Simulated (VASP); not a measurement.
Output of a VASP run:

**OSZICAR**
```
       N       E                     dE             d eps       ncg     rms          rms(c)
DAV:   1     0.120078369365E+03    0.12008E+03   -0.83787E+03   980   0.130E+03
DAV:   2    -0.120552031607E+02   -0.13213E+03   -0.13046E+03   986   0.369E+02
DAV:   3    -0.198941580256E+02   -0.78390E+01   -0.75157E+01  1558   0.779E+01
DAV:   4    -0.200368325622E+02   -0.14267E+00   -0.14270E+00  1392   0.926E+00
DAV:   5    -0.200388772409E+02   -0.20447E-02   -0.20444E-02  1388   0.118E+00    0.102E+01
DAV:   6    -0.192004695710E+02    0.83841E+00   -0.42011E+00  1598   0.251E+01    0.387E+00
DAV:   7    -0.191494222381E+02    0.51047E-01   -0.77059E-02  1154   0.233E+00    0.212E+00
DAV:   8    -0.191277448878E+02    0.21677E-01   -0.32789E-02  1454   0.155E+00    0.213E-01
DAV:   9    -0.191274417043E+02    0.30318E-03   -0.28056E-03  1198   0.409E-01    0.893E-02
DAV:  10    -0.191273920378E+02    0.49667E-04   -0.24229E-04  1538   0.152E-01    0.758E-02
DAV:  11    -0.191273909484E+02    0.10894E-05   -0.19279E-05  1180   0.318E-02    0.318E-02
DAV:  12    -0.191273874169E+02    0.35315E-05   -0.13955E-05  1250   0.241E-02    0.353E-03
DAV:  13    -0.191273876208E+02   -0.20392E-06   -0.94554E-07  1446   0.781E-03    0.553E-04
DAV:  14    -0.191273876297E+02   -0.88874E-08   -0.59717E-08   754   0.358E-03
   1 F= -.20149262E+02 E0= -.20148847E+02  d E =-.124348E-02
```

File OUTCAR:
```
------------------------ aborting loop because EDIFF is reached ----------------------------------------
 Edisp (eV)   -1.02187
  FORCE on cell =-STRESS in cart. coord.  units (eV):
  Direction    XX          YY          ZZ          XY          YZ          ZX
  --------------------------------------------------------------------------------------
  Total       2.55275     2.55275     2.55275    -0.00000     0.00000    -0.00000
  in kB      64.77397    64.77397    64.77397    -0.00000     0.00000    -0.00000
  external pressure =       64.77 kB  Pullay stress =        0.00 kB
  volume of cell :       63.14
      direct lattice vectors                 reciprocal lattice vectors
     3.982046980  0.000000000  0.000000000     0.251127123  0.000000000  0.000000000
     0.000000000  3.982046980  0.000000000     0.000000000  0.251127123  0.000000000
     0.000000000  0.000000000  3.982046980     0.000000000  0.000000000  0.251127123
 POSITION                                       TOTAL-FORCE (eV/Angst)
 -----------------------------------------------------------------------------------
      0.00000      0.00000      0.00000         0.000000      0.000000      0.000000
      0.00000      1.99102      1.99102         0.000000      0.000000      0.000000
      1.99102      0.00000      1.99102         0.000000      0.000000      0.000000
      1.99102      1.99102      0.00000         0.000000      0.000000      0.000000
 -----------------------------------------------------------------------------------
    total drift:                               -0.000000     -0.000000      0.000000
  FREE ENERGIE OF THE ION-ELECTRON SYSTEM (eV)
  ---------------------------------------------------
  free  energy   TOTEN  =       -20.1492615490 eV

  energy  without entropy=      -20.1480180650  energy(sigma->0) =      -20.14884705
```
(Selected blocks of OUTCAR.)

POSCAR:
```
Al3Sc
1
    3.9820469801     0.0000000000     0.0000000000
    0.0000000000     3.9820469801     0.0000000000
    0.0000000000     0.0000000000     3.9820469801
Sc Al
1 3
Direct
  0.0000000000   0.0000000000   0.0000000000
  0.0000000000   0.5000000000   0.5000000000
  0.5000000000   0.0000000000   0.5000000000
  0.5000000000   0.5000000000   0.0000000000
```

Reconstruct the remaining input files.

Several could match; the one computed here: the input of the run itself, PBE GGA with D3 dispersion (zero damping), plane waves, VASP's PBE PAW potentials (set 64).

File KPOINTS:
```
Automatic mesh
0
Gamma
8 8 8
0 0 0
```

INCAR:
```
ALGO = Normal
EDIFF = 1E-7
ENCUT = 520
GGA = PE
ISIF = 2
ISMEAR = 1
IVDW = 11
LASPH = .TRUE.
LCHARG = .FALSE.
LMAXMIX = 4
LREAL = .FALSE.
LWAVE = .FALSE.
NELM = 100
PREC = Accurate
SIGMA = 0.1
SYSTEM = Al3Sc
```

POTCAR, in this order: Sc_sv Al (PBE.64 set). Program: vasp_std.

The compound is Al3Sc in the L1_2 structure. This cell is one point of a volume scan, at 0.94 of the reference volume.
